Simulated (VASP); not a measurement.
Consider the following.

```yaml
crystal:
  lattice:
    - [0.00000, 2.63557, 2.63557]
    - [2.63557, 0.00000, 2.63557]
    - [2.63557, 2.63557, 0.00000]
  atoms:
    - { symbol: K, position: [0.00000, 0.00000, 0.00000] }
    - { symbol: F, position: [0.50000, 0.50000, 0.50000] }
```

These are optB88-vdW, VASP's PBE PAW potentials (set 64) (plane waves; VASP) values and carry that method's errors. Numerical set-up: 520 eV cut-off, 9×9×9 Γ-centred mesh, Gaussian smearing of 0.050 eV, potentials K_sv F.

**Question.** Give the stress tensor in GPa (positive for a compressed cell).

**Answer.** 
```
1.11  0.00  0.00
0.00  1.11  0.00
0.00  0.00  1.11
```
The pressure is its mean diagonal, 1.11 GPa.

The compound is KF in the rock salt structure. This cell is one point of a volume scan, at 0.97 of the reference volume.
